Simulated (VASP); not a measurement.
Calculation: PBEsol GGA, VASP's PBE PAW potentials (set 64) (plane waves; VASP 6.6.1).

VASP ran on this input.

### INCAR
```
IDIPOL  =  3
LREAL  =  .FALSE.   ! projection in real space or not
ENCUT  =  400   ! plane-wave cut-off (eV)
EDIFF  =  1E-6
NELMIN  =  4
LWAVE  =  .FALSE.
LCHARG  =  .FALSE.
LASPH  =  .TRUE.
LVHAR  =  .TRUE.
DIPOL  =  0.5 0.5 0.5
LDIPOL  =  .TRUE.
NELM  =  100
LORBIT  =  11
PREC  =  Normal
GGA  =  PS
SYSTEM  =  Au(211) slab
ALGO  =  Normal
SIGMA  =  0.1   ! width (eV)
LMAXMIX  =  6
ISMEAR  =  1
```

### KPOINTS
```
Automatic mesh
0
Gamma
4 10 1
0 0 0
```

File POSCAR:
```
Au(211) slab
1
    7.0683506587     0.0000000000     0.0000000000
    0.0000000000     2.8856425260     0.0000000000
    0.0000000000     0.0000000000    24.9995191235
Au
12
Direct
  0.6767200150   0.2500000000   0.3235221186
  0.0035102957   0.7500000000   0.3496989212
  0.3267425444   0.2500000000   0.3782721160
  0.6535373469   0.7500000000   0.4188893567
  0.9976607126   0.2500000000   0.4499130910
  0.3289953724   0.7500000000   0.4829685506
  0.6710046276   0.2500000000   0.5170314494
  0.0023392874   0.7500000000   0.5500869090
  0.3464626531   0.2500000000   0.5811106433
  0.6732574556   0.7500000000   0.6217278840
  0.9964897043   0.2500000000   0.6503010788
  0.3232799850   0.7500000000   0.6764778814
```

POTCAR, in this order: Au (PBE.64 set). Program: vasp_std. Read from the step before: WAVECAR.

What VASP printed:

### OUTCAR
```
 ion  position               nearest neighbor table
   1  0.677  0.250  0.324-   4 2.79   4 2.79   2 2.80   2 2.80   3 2.83
   2  0.004  0.750  0.350-   3 2.79   3 2.79   1 2.80   1 2.80   5 2.89   5 2.89   4 3.02
   3  0.327  0.250  0.378-   2 2.79   2 2.79   1 2.83   4 2.91   4 2.91   5 2.94   6 2.99   6 2.99
  LATTYP: Found a simple orthorhombic cell.
 ALAT       =     2.8856425260
 B/A-ratio  =     2.4494893581
 C/A-ratio  =     8.6634151314
 Subroutine PRICEL returns:
 Original cell was already a primitive cell.
 Subroutine GETGRP returns: Found  4 space group operations
The static configuration has the point symmetry S_2 .
 The point group associated with its full space group is C_2h.
The dynamic configuration has the point symmetry S_2 .
 Subroutine INISYM returns: Found  4 space group operations
 Subroutine IBZKPT returns following result:
 Found     18 irreducible k-points:

 Following reciprocal coordinates:
            Coordinates               Weight
  0.000000  0.000000  0.000000      1.000000
  0.250000  0.000000  0.000000      2.000000
  0.500000  0.000000  0.000000      1.000000
  0.000000  0.100000  0.000000      2.000000
  0.250000  0.100000  0.000000      4.000000
  0.500000  0.100000  0.000000      2.000000
  0.000000  0.200000  0.000000      2.000000
  0.250000  0.200000  0.000000      4.000000
  0.500000  0.200000  0.000000      2.000000
  0.000000  0.300000  0.000000      2.000000
  0.250000  0.300000  0.000000      4.000000
  0.500000  0.300000  0.000000      2.000000
  0.000000  0.400000  0.000000      2.000000
  0.250000  0.400000  0.000000      4.000000
  0.500000  0.400000  0.000000      2.000000
  0.000000  0.500000  0.000000      1.000000
  0.250000  0.500000  0.000000      2.000000
  0.500000  0.500000  0.000000      1.000000
   k-points           NKPTS =     18   k-points in BZ     NKDIM =     18   number of bands    NBANDS=     79
   number of dos      NEDOS =    301   number of ions     NIONS =     12
...
```

OSZICAR:
```
       N       E                     dE             d eps       ncg     rms          rms(c)
DAV:   1    -0.441530067596E+02   -0.44153E+02   -0.12918E-05  3024   0.335E-02    0.117E-02
DAV:   2    -0.441530035963E+02    0.31632E-05   -0.19024E-05  2824   0.493E-02    0.970E-03
DAV:   3    -0.441530027745E+02    0.82185E-06   -0.20386E-06  1899   0.164E-02    0.233E-03
DAV:   4    -0.441530028296E+02   -0.55074E-07   -0.60017E-07  1721   0.471E-03
   1 F= -.44153003E+02 E0= -.44151318E+02  d E =-.505515E-02
```

**OUTCAR**
```
------------------------ aborting loop because EDIFF is reached ----------------------------------------
  FORCE on cell =-STRESS in cart. coord.  units (eV):
  Direction    XX          YY          ZZ          XY          YZ          ZX
  --------------------------------------------------------------------------------------
  Total       -4.6122959     -6.3784385     -0.3000363      0.0000000      0.0000000     -0.1040252
  in kB      -14.4922384    -20.0416134     -0.9427405      0.0000000      0.0000000     -0.3268563
  external PRESSURE =     -11.8255307 kB  Pullay stress =       0.0000000 kB
  volume of cell :      509.91
      direct lattice vectors                 reciprocal lattice vectors
     7.068350659  0.000000000  0.000000000     0.141475720  0.000000000  0.000000000
     0.000000000  2.885642526  0.000000000     0.000000000  0.346543271  0.000000000
     0.000000000  0.000000000 24.999519124     0.000000000  0.000000000  0.040000769
 POSITION                                       TOTAL-FORCE (eV/Angst)
 -----------------------------------------------------------------------------------
      4.78329      0.72141      8.08790         0.014235     -0.000000      0.009209
      0.02481      2.16423      8.74230        -0.011746     -0.000000     -0.018405
      2.30953      0.72141      9.45662         0.014486      0.000000      0.019587
      4.61943      2.16423     10.47203        -0.006307     -0.000000      0.027598
      7.05182      0.72141     11.24761         0.002456     -0.000000      0.010880
      2.32545      2.16423     12.07398        -0.004056     -0.000000     -0.029060
      4.74290      0.72141     12.92554         0.004056     -0.000000      0.029060
      0.01653      2.16423     13.75191        -0.002456      0.000000     -0.010880
      2.44892      0.72141     14.52749         0.006307      0.000000     -0.027598
      4.75882      2.16423     15.54290        -0.014486     -0.000000     -0.019587
      7.04354      0.72141     16.25721         0.011746     -0.000000      0.018405
      2.28506      2.16423     16.91162        -0.014235      0.000000     -0.009209
 -----------------------------------------------------------------------------------
    total drift:                                0.000000     -0.000000      0.000000
  FREE ENERGIE OF THE ION-ELECTRON SYSTEM (eV)
  ---------------------------------------------------
  free  energy   TOTEN  =       -44.1530028296 eV

  energy  without entropy=      -44.1479476756  energy(sigma->0) =      -44.15131778

 total charge

# of ion       s       p       d       tot
------------------------------------------
    1        0.577   0.243   8.779   9.598
    2        0.562   0.290   8.757   9.608
    3        0.548   0.306   8.744   9.598
    4        0.536   0.360   8.757   9.653
    5        0.531   0.345   8.757   9.634
    6        0.532   0.354   8.755   9.640
    7        0.532   0.354   8.755   9.640
    8        0.531   0.345   8.757   9.634
    9        0.536   0.360   8.757   9.653
   10        0.548   0.306   8.744   9.598
   11        0.562   0.290   8.757   9.608
   12        0.577   0.243   8.779   9.598
--------------------------------------------------
tot          6.573   3.794 105.096 115.463
```
(Selected blocks of OUTCAR.)

The cell is a thin slab with vacuum, built from Au (fcc): (211) face.
